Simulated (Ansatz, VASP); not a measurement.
# SnW: VASP beside Ansatz

Wanted: the spread between two codes on one cell, functional and k mesh. The cell is generated by rule, not measured, and may not be a known phase. The cell is taken from a series of runs on this material, whose earlier steps may have relaxed, scaled, displaced or heated it; both programs get it as it stands.

Method: plane waves, with VASP 6.6.1 beside it; relaxation of cell and atoms at LDA and zone-centre phonons at LDA, in Ansatz 0.2.0.

## 1. The structure

The structure is cubic, space group Pm-3m (No. 221). Conventional cell: a = 3.276 Å, b = 3.276 Å, c = 3.276 Å, α = 90.00°, β = 90.00°, γ = 90.00°. Nearest to Sn lie 8 W at 2.84 Å. Nearest to W lie 8 Sn at 2.84 Å. Farther neighbours are not listed.

Coordinates:

```cif
data_structure
_symmetry_space_group_name_H-M 'P 1'
_symmetry_Int_Tables_number 1
_cell_length_a 3.2764
_cell_length_b 3.2764
_cell_length_c 3.2764
_cell_angle_alpha 90.000
_cell_angle_beta 90.000
_cell_angle_gamma 90.000
_cell_volume 35.17
loop_
_atom_site_label
_atom_site_type_symbol
_atom_site_fract_x
_atom_site_fract_y
_atom_site_fract_z
_atom_site_occupancy
Sn1 Sn 0.00000 0.00000 0.00000 1
W2 W 0.50000 0.50000 0.50000 1
```

## 2. Ansatz: relaxation of cell and atoms, LDA

Ansatz runs on its default PAW (the set named soft_2) files.

The relaxed volume is the usual yardstick between codes: in a stiff, nearly cubic crystal its relative difference is about their pressure difference at one cell divided by the bulk modulus.

input.yaml reads:

```yaml
crystal:
  lattice:
    - [3.2763791107, 0.0, 0.0]
    - [0.0, 3.2763791107, 0.0]
    - [0.0, 0.0, 3.2763791107]
  atoms:
    - { symbol: Sn, position: [0.0, 0.0, 0.0] }
    - { symbol: W, position: [0.5, 0.5, 0.5] }
kpoints:
  mp_grid: { grid: [10, 10, 10] }
hamiltonian:
  xc: lda
scf:
  occupations: { method: gaussian, width: 0.1 }
output:
  forces: true
  stress: true
  eigenvalues: true
relax:
  adjacent_minimum: "off"
  f_tol: 0.003
  max_steps: 80
  cell: { stress_tol: 0.03 }
```

On the command line:

```sh
$ ansatz run input.yaml --threads 4 --pin off --max-ram 8192MiB --backend cpu --events-out ev --progress --plain --runs-dir out
```

Numbers of over 12 decimals in the logs are rounded to 6 here.

The log of the run:

```text
Engine: ansatz 0.2.0, x86_64-unknown-linux-gnu
Pseudopotentials: kind: paw
Pseudopotential: Sn, paw, valence charge 14, recommended cutoff 420 eV (normal), Sn.paw.azcp
Pseudopotential: W, paw, valence charge 14, recommended cutoff 420 eV (normal), W.paw.azcp
Functional definition: SPW92
  exchange = slater_x
  correlation = pw_c
Crystal: 2 atoms, lattice volume = 35.171 Å³
Basis set: ecut = 420 eV, 691 PW (Γ)
Bands: 18, of which v1, the nominal top of the filled ones, is band 14 counted from 1 (13 counted from 0)
Symmetry: 48 space group operations
Space group: Pm-3m (ITA 221), of the structure as read, at distance tolerance 3.3e-5 Å
k-points: 56 of 1000
Non-local potential: Sn, projectors of the file, l = 0: 2, l = 1: 2, l = 2: 2, l = 3: 2
Non-local potential: W, projectors of the file, l = 0: 3, l = 1: 2, l = 2: 2, l = 3: 1
PAW form: soft (Blöchl's): semilocal exchange-correlation on the pseudo side does not see the compensation charge
PAW frozen core: Sn, regenerated for the run's functional, and the local potential with it (the file was generated under x = pbe(κ = 0.804, μ = 0.219515), c = pbe(β = 0.066725))
PAW frozen core: W, regenerated for the run's functional, and the local potential with it (the file was generated under x = pbe(κ = 0.804, μ = 0.219515), c = pbe(β = 0.066725))
PAW one-centre angular grid: Sn, 590 points (default); XC on 64 Gauss nodes
PAW one-centre angular grid: W, 590 points (default); XC on 64 Gauss nodes
Initial density: superposition of atomic densities (neutral atoms: chi_scale 0, normalization atom), corrected by the library's trained network
Initial wavefunctions: pseudopotential atomic-orbital guess
Functional: x = slater, c = lda
SCF iter   1: F=—  HF=-16007.998487 eV  |F-HF|=—  |Δ(HF+E_count)|=         —  Δρ=1.18e-2  dr2=3.65e-2  ethr=1.77e-3  ⟨swp⟩=5.6  Hψ=5213  notcnv=0
preconditioner: auto → none  [metal: Δε(μ)=0.073 eV  Ē_g=15.741 eV  σ=0.100 eV  W_gap=0.36  n_scr=6 (ndim 8)  ℏωp=28.0 eV  f_vac=0.000  D(μ)=1.98/eV (n_scr^D=18)  sad-step TF]
SCF iter   2: F=—  HF=-16007.992675 eV  |F-HF|=—  |Δ(HF+E_count)|=   5.81e-3  Δρ=6.76e-3  dr2=1.71e-2  ethr=1.30e-4  ⟨swp⟩=1.0  Hψ=1461  notcnv=0
SCF iter   3: F=—  HF=-16007.988267 eV  |F-HF|=—  |Δ(HF+E_count)|=   4.41e-3  Δρ=1.09e-3  dr2=3.72e-4  ethr=6.12e-5  ⟨swp⟩=2.0  Hψ=1257  notcnv=0  defer=1
SCF iter   4: F=—  HF=-16007.988042 eV  |F-HF|=—  |Δ(HF+E_count)|=   2.24e-4  Δρ=2.50e-4  dr2=1.20e-5  ethr=1.33e-6  ⟨swp⟩=2.0  Hψ=1553  notcnv=0  defer=1
SCF iter   5: F=—  HF=-16007.988048 eV  |F-HF|=—  |Δ(HF+E_count)|=   5.99e-6  Δρ=4.03e-5  dr2=2.83e-7  ethr=4.30e-8  ⟨swp⟩=2.0  Hψ=1267  notcnv=0  defer=1
SCF iter   6: F=-16007.988048 eV  HF=-16007.988048 eV  |F-HF|=7.49e-10  |Δ(HF+E_count)|=   1.52e-8  Δρ=4.82e-6  dr2=3.07e-9  ethr=3.57e-10  ⟨swp⟩=7.0  Hψ=4750  notcnv=0
SCF 1 converged in 6 iterations: F = -16007.988048 eV  dr2 = 3.07e-9
  greatest PAW one-centre occupation: 1.000 electrons in one spin orbital (limit 2), on the W atom at site 1 (counted from 0), in its partial waves of l = 0
relax step   1: F+E_penalty+E_count = -16007.98804818 eV  Δ(F+E_penalty+E_count) = +0.000e0 eV  max|allowed force component| = 5.075e-29 eV/Å  Δτ_max = 0.0000 Å  P = -1.278 GPa  Ω = 35.171 Å³  (6 SCF iters, dr2 threshold 1.00e-7 eV, accepted)
[...]
relax step   3: F+E_penalty+E_count = -16007.98911586 eV  Δ(F+E_penalty+E_count) = -1.068e-3 eV  max|allowed force component| = 5.785e-30 eV/Å  Δτ_max = 0.0000 Å  P = -0.042 GPa  Ω = 34.946 Å³  energy of the carried Pulay correction = +1.356e-4 eV  (7 SCF iters, accepted)
[...]
relax step   4: F+E_penalty+E_count = -16007.98912141 eV  Δ(F+E_penalty+E_count) = -5.547e-6 eV  max|allowed force component| = 2.038e-30 eV/Å  Δτ_max = 0.0000 Å  P = -0.000 GPa  Ω = 34.938 Å³  energy of the carried Pulay correction = +1.401e-4 eV  (6 SCF iters, dr2 threshold 4.50e-9 eV, accepted)
[...]
relax step   5: F+E_penalty+E_count = -16007.98896333 eV  Δ(F+E_penalty+E_count) = +1.581e-4 eV  max|allowed force component| = 3.090e-30 eV/Å  Δτ_max = 0.0000 Å  P = -0.000 GPa  Ω = 34.938 Å³  stress off target by 1.97e-5 GPa  SCF on the basis re-selected at this cell (its energy is not comparable with the rows above)  (8 SCF iters)
basis re-selected at this cell: Δ(F+E_penalty+E_count) = +1.581e-4 eV, ΔP = +0.000 GPa vs the last step (what re-selecting the basis moved, of the pressure what is left beyond the Pulay correction that the steps carried, after the strain that the cell walked since its last selection, with what the two solves' SCF thresholds leave and, on support functions, any second-order correction that the steps lacked; it is no m [...]
SCF converged after 8 iterations
Free energy (F): -16007.988963 eV
Harris-Foulkes:  -16007.988963 eV  (|F-HF|=3.64e-12)
Internal energy: -16007.977960 eV  (E = F + TS)
E sigma→0 (E₀):  -16007.983462 eV
Entropy (-TS):   -0.011003 eV (-5.502 meV/atom)
Fermi energy:    18.882239 eV
--- Per-component energies (eV) ---
  E_band       = -98.025744
  E_kinetic    = 644.232985
  E_local      = -1184.843953  (includes V_loc(G=0)·N_el)
  E_nonlocal   = -18.727437
  E_hartree    = 646.083576
  E_xc         = -644.919159
  E_vxc        = -338.995842  (∫ρ·V_xc dr)
  E_paw        = -12308.678358  (= ΣΔE_a)
  E_vpaw       = -491.858588  (= ΣTr[D̂ρ^β])
  E_aug_tail   = -0.000061  (compensation charges beyond the density's cutoff)
  E_ewald      = -3141.833605
  E_core_change = 0.708051  (= ΣΔE_core)
  E_smearing   = -0.011003  (= −TS)
  E_closure    = -0.000000  (closes the sum)
  Σ components = -16007.988963   (vs F -16007.988963, Δ=0.00e0)
--- Forces (eV/Å), atoms counted from 1 ---
  atom   1  Sn     0.00000000     0.00000000    -0.00000000
  atom   2  W     -0.00000000    -0.00000000     0.00000000
  max |Σ_I F_I| component: 4.34e-30 eV/Å
--- Stress (GPa, compression-positive) ---
       -0.000020      -0.000000       0.000000
       -0.000000      -0.000020      -0.000000
        0.000000      -0.000000      -0.000020
  P = ⅓ Tr σ = -0.0000 GPa (-0.000 kbar)
--- Band table (eV; the first three rows and the last of 56) ---
  k-point 0: bands = [... 10 lower, 16.0562, 16.0562, 20.1194, 20.1194, 20.1194, 21.3984, 21.3984, 21.3984]
  k-point 1: bands = [... 10 lower, 15.9671, 16.0888, 19.4044, 19.4044, 20.1162, 20.7242, 22.2723, 22.2723]
  k-point 2: bands = [... 10 lower, 15.3889, 16.1774, 18.4753, 18.4753, 20.0194, 20.1079, 23.6912, 23.6912]
  k-point 55: bands = [... 10 lower, 13.5522, 13.5522, 15.1715, 21.7815, 21.7815, 22.1854, 22.1854, 22.1854]
--- Relaxed structure (4 steps of the walk, 3 accepted, 1 SCFs on fresh bases) ---
  F+E_penalty+E_count = -16007.98896333 eV   max|allowed force component| = 3.090e-30 eV/Å   (the final SCF, on the basis selected at the relaxed cell)
  cell:  # Å, volume = 34.9385 Å³
    - [3.269148, 0, 0]
    - [0, 3.269148, 0.0]
    - [0, 0.0, 3.269148]
  atoms:
    - { symbol: Sn, position: [0, 0, 0] }
    - { symbol: W, position: [0.5, 0.5, 0.5] }
```

## 3. VASP: relaxation of cell and atoms, LDA

The same cell, functional (in two slightly different forms), mesh and smearing now go to VASP, with its own data sets.

Lines of VASP's logs that name or quote its potential files are left out, and so is its time.

INCAR reads:

```
SYSTEM = SnW
PREC = Accurate
ENCUT = 600
EDIFF = 1E-07
NELM = 120
ISMEAR = 0
SIGMA = 0.1
LREAL = .FALSE.
ALGO = Normal
GGA = CA
NBANDS = 16
LASPH = .TRUE.
LORBIT = 11
LWAVE = .FALSE.
LCHARG = .FALSE.
ISIF = 3
IBRION = 2
NSW = 80
EDIFFG = -0.005
GGA_COMPAT = .FALSE.
NELMIN = 4
KPAR = 2
```

POSCAR reads:

```
SnW
1.0
    3.2763790000      0.0000000000      0.0000000000
    0.0000000000      3.2763790000      0.0000000000
    0.0000000000      0.0000000000      3.2763790000
Sn W
1 1
Direct
    0.0000000000      0.0000000000      0.0000000000
    0.5000001526      0.5000001526      0.5000001526
```

KPOINTS reads:

```
Automatic mesh
0
Gamma
10 10 10
0 0 0
```

PAW data sets: Sn_d and W (LDA family, release 64).

On the command line:

```sh
$ mpirun -np 2 vasp_std
```

The log of the run:

```text
[banner, memory and clock lines left out]
running    2 mpi-ranks, on    1 nodes
 distrk:  each k-point on    1 cores,    2 groups
 distr:  one band on    1 cores,    1 groups

 POSCAR found type information on POSCAR SnW
 POSCAR found :  2 types and       2 ions
 LDA part: xc-table for (Slater(with rela. corr.)+CA(PZ))
 , standard interpolation
 POSCAR, INCAR and KPOINTS ok, starting setup
 FFT: planning ... GRIDC
 FFT: planning ... GRID_SOFT
 FFT: planning ... GRID
 WAVECAR not read
 entering main loop
       N       E                     dE             d eps       ncg     rms          rms(c)
DAV:   1     0.125713074503E+03    0.12571E+03   -0.10954E+04  1832   0.198E+03
DAV:   2    -0.708716477187E+01   -0.13280E+03   -0.12893E+03  1992   0.425E+02
DAV:   3    -0.178394538137E+02   -0.10752E+02   -0.10550E+02  2184   0.964E+01
DAV:   4    -0.180696574997E+02   -0.23020E+00   -0.23010E+00  2192   0.151E+01
DAV:   5    -0.180759541511E+02   -0.62967E-02   -0.62964E-02  2416   0.247E+00    0.169E+01
DAV:   6    -0.174110663685E+02    0.66489E+00   -0.18116E+00  2104   0.651E+00    0.613E+00
DAV:   7    -0.173275454190E+02    0.83521E-01   -0.13724E-01  2352   0.519E+00    0.308E+00
DAV:   8    -0.173102469622E+02    0.17298E-01   -0.28624E-02  2432   0.195E+00    0.129E-01
DAV:   9    -0.173093990265E+02    0.84794E-03   -0.35740E-03  2264   0.103E+00    0.122E-01
DAV:  10    -0.173093094289E+02    0.89598E-04   -0.11359E-04  2360   0.117E-01    0.267E-02
DAV:  11    -0.173093035510E+02    0.58779E-05   -0.71014E-06  2408   0.237E-02    0.167E-02
DAV:  12    -0.173093031730E+02    0.37800E-06   -0.18029E-06  2416   0.127E-02    0.437E-03
DAV:  13    -0.173093031553E+02    0.17724E-07   -0.36770E-08  1240   0.159E-03
   1 F= -.17309303E+02 E0= -.17303653E+02  d E =-.173093E+02
 curvature:   0.00 expect dE= 0.000E+00 dE for cont linesearch  0.000E+00
 trial: gam= 0.00000 g(F)=  0.000E+00 g(S)=  0.926E-02 ort = 0.000E+00 (trialstep = 0.100E+01)
 search vector abs. value=  0.926E-02
 bond charge predicted
       N       E                     dE             d eps       ncg     rms          rms(c)
DAV:   1    -0.174114750881E+02   -0.10217E+00   -0.22525E+00  2248   0.259E+01    0.219E+00
DAV:   2    -0.173247121362E+02    0.86763E-01   -0.13409E-01  2312   0.746E+00    0.100E+00
DAV:   3    -0.173047371810E+02    0.19975E-01   -0.50964E-02  2464   0.423E+00    0.142E-01
DAV:   4    -0.173043269939E+02    0.41019E-03   -0.17186E-03  1888   0.442E-01    0.782E-02
DAV:   5    -0.173038824139E+02    0.44458E-03   -0.34992E-04  2216   0.174E-01    0.178E-02
DAV:   6    -0.173038597924E+02    0.22621E-04   -0.12616E-05  2552   0.348E-02    0.105E-02
DAV:   7    -0.173038536956E+02    0.60967E-05   -0.41245E-06  2080   0.255E-02    0.274E-03
DAV:   8    -0.173038536803E+02    0.15295E-07   -0.20721E-07  1760   0.456E-03
   2 F= -.17303854E+02 E0= -.17298179E+02  d E =0.544947E-02
 trial-energy change:    0.005449  1 .order    0.005571   -0.009258    0.020400
 step:   0.3175(harm=  0.3122)  dis= 0.00000  next Energy=   -17.310777 (dE=-0.147E-02)
 bond charge predicted
       N       E                     dE             d eps       ncg     rms          rms(c)
DAV:   1    -0.173601225666E+02   -0.56269E-01   -0.10870E+00  2256   0.190E+01    0.147E+00
DAV:   2    -0.173207237619E+02    0.39399E-01   -0.60926E-02  2312   0.481E+00    0.688E-01
DAV:   3    -0.173111993489E+02    0.95244E-02   -0.25836E-02  2488   0.293E+00    0.943E-02
DAV:   4    -0.173110091915E+02    0.19016E-03   -0.86198E-04  1888   0.319E-01    0.498E-02
DAV:   5    -0.173108023066E+02    0.20688E-03   -0.16040E-04  2208   0.123E-01    0.115E-02
DAV:   6    -0.173107918046E+02    0.10502E-04   -0.53786E-06  2640   0.240E-02    0.721E-03
DAV:   7    -0.173107882505E+02    0.35541E-05   -0.20571E-06  2040   0.179E-02    0.216E-03
DAV:   8    -0.173107882394E+02    0.11048E-07   -0.10769E-07  1344   0.381E-03
   3 F= -.17310788E+02 E0= -.17305120E+02  d E =-.148508E-02
 curvature:  -0.16 expect dE=-0.633E-08 dE for cont linesearch -0.633E-08
 trial: gam=-0.00209 g(F)=  0.255E-49 g(S)=  0.406E-07 ort = 0.194E-04 (trialstep = 0.863E+00)
 search vector abs. value=  0.100E-09
 reached required accuracy - stopping structural energy minimisation
```

OUTCAR, selected parts (step 3):

```text
ion  position               nearest neighbor table
   1  0.000  0.000  0.000-   2 2.84   2 2.84   2 2.84   2 2.84   2 2.84   2 2.84   2 2.84   2 2.84

  LATTYP: Found a simple cubic cell.
 ALAT       =     3.2763790000

 Subroutine GETGRP returns: Found 48 space group operations
 (whereof 48 operations were pure point group operations)

The static configuration has the point symmetry O_h .

 Found     56 irreducible k-points:

   k-points           NKPTS =     56   k-points in BZ     NKDIM =     56   number of bands    NBANDS=     16

   dimension x,y,z NGX =    28 NGY =   28 NGZ =   28
   dimension x,y,z NGXF=    56 NGYF=   56 NGZF=   56

   ENCUT  =  600.0 eV  44.10 Ry    6.64 a.u.   6.54  6.54  6.54*2*pi/ulx,y,z

   NELECT =      20.0000    total number of electrons

 k-points in reciprocal lattice and weights: Automatic mesh
   0.00000000  0.00000000  0.00000000       0.001
   0.10000000  0.00000000  0.00000000       0.006
   0.20000000  0.00000000  0.00000000       0.006
   0.30000000  0.00000000  0.00000000       0.006
   0.40000000  0.00000000  0.00000000       0.006
   0.50000000  0.00000000  0.00000000       0.003
   0.10000000  0.10000000  0.00000000       0.012
   0.20000000  0.10000000  0.00000000       0.024
   0.30000000  0.10000000  0.00000000       0.024
[...]
0.50000000  0.50000000  0.40000000       0.006
   0.50000000  0.50000000  0.50000000       0.001

 average (electrostatic) potential at core
       1 -96.1783       2 -35.6088

 E-fermi :  10.2428

 k-point     1 :       0.0000    0.0000    0.0000
  band No.  band energies     occupation
    ...
      4     -10.8632      2.00000
      5     -10.8632      2.00000
      6      -2.0086      2.00000
      7       7.4108      2.00000
      8       7.4108      2.00000
      9      11.4714      0.00000
     10      11.4714      0.00000
     11      11.4714      0.00000
     12      12.7998      0.00000
     13      12.7998      0.00000
    ...

 k-point     2 :       0.1000    0.0000    0.0000
  band No.  band energies     occupation
    ...
      4     -10.8679      2.00000
      5     -10.8617      2.00000
      6      -1.8354      2.00000
      7       7.3217      2.00000
      8       7.4433      2.00000
      9      10.7638      0.00000
     10      10.7638      0.00000
     11      11.4679      0.00000
     12      12.1279      0.00000
     13      13.6677      0.00000
    ...

 k-point     3 :       0.2000    0.0000    0.0000
  band No.  band energies     occupation
    ...
      6      -1.3232      2.00000
      7       6.7471      2.00000
      8       7.5311      2.00000
      9       9.8339      2.00000
     10       9.8339      2.00000
     11      11.4164      0.00000
     12      11.4585      0.00000
     13      15.0909      0.00000
     14      15.0909      0.00000
     15      19.3700      0.00000
    ...

  Total       -0.0007487     -0.0007487     -0.0007487     -0.0000000     -0.0000000     -0.0000000
  in kB       -0.0343891     -0.0343891     -0.0343891     -0.0000000     -0.0000000     -0.0000000
  external PRESSURE =      -0.0343891 kB  Pullay stress =       0.0000000 kB

  energy-cutoff  :      600.00
  volume of cell :       34.88
      direct lattice vectors                 reciprocal lattice vectors
     3.267404282 -0.000000000 -0.000000000     0.306053342  0.000000000  0.000000000
    -0.000000000  3.267404282 -0.000000000     0.000000000  0.306053342  0.000000000
     0.000000000  0.000000000  3.267404282     0.000000000  0.000000000  0.306053342

 POSITION                                       TOTAL-FORCE (eV/Angst)
 -----------------------------------------------------------------------------------
      0.00000      0.00000      0.00000        -0.000000      0.000000      0.000000
      1.63370      1.63370      1.63370         0.000000      0.000000      0.000000
 -----------------------------------------------------------------------------------
    total drift:                                0.000024      0.000024      0.000024

  FREE ENERGIE OF THE ION-ELECTRON SYSTEM (eV)
  ---------------------------------------------------
  free  energy   TOTEN  =       -17.3107882394 eV

  energy  without entropy=      -17.2994514441  energy(sigma->0) =      -17.30511984

 reached required accuracy - stopping structural energy minimisation

 total charge
# of ion       s       p       d       tot
------------------------------------------
    1        1.124   1.414  10.097  12.634
    2        0.540   0.467   4.233   5.240
--------------------------------------------------
tot          1.664   1.881  14.330  17.874

[... 3 further parts left out ...]
```

CONTCAR:

```
SnW
   1.00000000000000
     3.2674042822137133   -0.0000000000000000   -0.0000000000000000
    -0.0000000000000000    3.2674042822137133   -0.0000000000000000
     0.0000000000000000    0.0000000000000000    3.2674042822137133
  Sn              W
     1     1
Direct
     0.0000000000000000    0.0000000000000000    0.0000000000000000
     0.5000001526000020    0.5000001526000020    0.5000001526000020
```

The data set W keeps the semicore shell frozen, which is cheaper and a little less accurate.

## 4. Comparison

Known differences besides the potentials themselves: the two LDA forms differ slightly; the data sets hold 28 valence electrons in Ansatz (on its default PAW (the set named soft_2) files) and 20 in VASP; the cutoff is 420 eV in Ansatz and 600 eV in VASP; VASP's log shows a relativistic correction to its local exchange, Ansatz's none; Ansatz adds a Pulay correction to the stress that steers its cell, VASP none. Total energies have different zeros and are not compared.

Compared:

```tsv
quantity	Ansatz	VASP	difference
volume (Å³)	34.94	34.88	+0.16 %
edge a after relaxation, in the typed setting (Å)	3.269	3.267	+0.05 %
```

(Continued in part 2 of 2.)

[Lines on the potential files, build, host, timing and source positions are cut from VASP's logs without a mark.]

[Logs are printed without paths, hosts, clocks, repeated set-up lines and the standing remarks that a program may print on its own settings, such as how far it seeks lower states.]

[Hosts, paths, dates, database ids (printed as entryN), source tags and the programs' standing remarks are cut or masked in the printed files.]
